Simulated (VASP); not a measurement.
Given:

```
CELL_PARAMETERS angstrom
      0.00000     2.45848     2.45848
      2.45848     0.00000     2.45848
      2.45848     2.45848     0.00000
ATOMIC_POSITIONS crystal
  Y  0.00000 0.00000 0.00000
  N  0.50000 0.50000 0.50000
```

These are LDA (Ceperley-Alder, Perdew-Zunger), VASP's LDA PAW potentials (set 64) (plane waves; VASP 6.6.1) values and carry that method's errors. Numerical set-up: 520 eV cut-off, 13×13×13 Γ-centred mesh, first-order Methfessel-Paxton smearing of 0.10 eV, potentials Y_sv N.

### Question
Give the stress tensor in GPa (positive for a compressed cell).

### Answer

```
-9.48   0.00   0.00
 0.00  -9.48   0.00
 0.00   0.00  -9.48
```
The pressure is its mean diagonal, -9.48 GPa.

The compound is YN in the rock salt structure. This cell is one point of a volume scan, at 1.06 of the reference volume.
